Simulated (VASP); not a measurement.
```
CaO
1.0
    0.00000     2.41939     2.41939
    2.41939     0.00000     2.41939
    2.41939     2.41939     0.00000
Ca O
1 1
Cartesian
  0.00000   0.00000   0.00000
  2.41939   2.41939   2.41939
```

These are vdW-DF2, VASP's PBE PAW potentials (set 64) (plane waves; VASP 6.6.1) values and carry that method's errors. Run with 520 eV cut-off, 9×9×9 Γ-centred mesh, Gaussian smearing of 0.050 eV, potentials Ca_sv O.

Estimate the energy per atom (σ→0), pressure.

```
Property                               Result
---------------------  ----------------------
energy per atom (σ→0)  -443.2 kJ/mol of atoms
pressure                             3.44 GPa
```

Only differences to runs with the same potentials and settings are physical.

The compound is CaO in the rock salt structure. This cell is one point of a volume scan, at 0.97 of the reference volume.
